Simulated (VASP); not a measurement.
Consider the following.

```
GaP
1.0
    0.00000     2.72500     2.72500
    2.72500     0.00000     2.72500
    2.72500     2.72500     0.00000
Ga P
1 1
Cartesian
  0.00000   0.00000   0.00000
  1.36250   1.36250   1.36250
```

Method: PBE GGA, VASP's PBE PAW potentials (set 64) (plane waves; VASP). Run with 300 eV cut-off, 5×5×5 Γ-centred mesh, Fermi-Dirac smearing of 0.010 eV, potentials Ga_d P.

At this cut-off the stress carries a Pulay error, which pulls relaxed volumes low.

**Question.** Give the stress tensor in GPa (positive for a compressed cell).

**Answer.** 
```
2.42  0.00  0.00
0.00  2.42  0.00
0.00  0.00  2.42
```
The pressure is its mean diagonal, 2.42 GPa.

The structure is a typed GaP crystal (F-43m). The cell was not relaxed at this level.
